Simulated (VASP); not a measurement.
Here is the system:

```xyz
2
Lattice="0.0000 2.3219 2.3219 2.3219 0.0000 2.3219 2.3219 2.3219 0.0000" Properties=species:S:1:pos:R:3 pbc="T T T"
Y      0.0000     0.0000     0.0000
N      2.3219     2.3219     2.3219
```

The numbers are results of PBEsol GGA, VASP's PBE PAW potentials (set 64) (plane waves; VASP), not measurements. Settings: 620 eV cut-off, 14×14×14 Γ-centred mesh, first-order Methfessel-Paxton smearing of 0.10 eV, potentials Y_sv N.

Energy and stress use the plane-wave basis of the starting cell.

### Question
The ions, cell shape and volume at an external pressure of 45.0 GPa are relaxed. Give the cell that the relaxation ends in.

### Answer

```xyz
2
Lattice="0.0000 2.2851 2.2851 2.2851 0.0000 2.2851 2.2851 2.2851 0.0000" Properties=species:S:1:pos:R:3 pbc="T T T"
Y      2.2851     2.2851     4.5703
N      2.2851     2.2851     2.2851
```
Space group Fm-3m (225), at a tolerance of 0.03 Å.

### Question
How do energy and volume change from the first to the last step?

### Answer
The energy (σ→0) changes by +135.6 meV/atom and the volume by -4.7 %, in 4 ionic steps.

The compound is YN in the rock salt structure. This run relaxes it under an external pressure of 45 GPa. Symmetry was kept, so distortions that lower it aren't found.
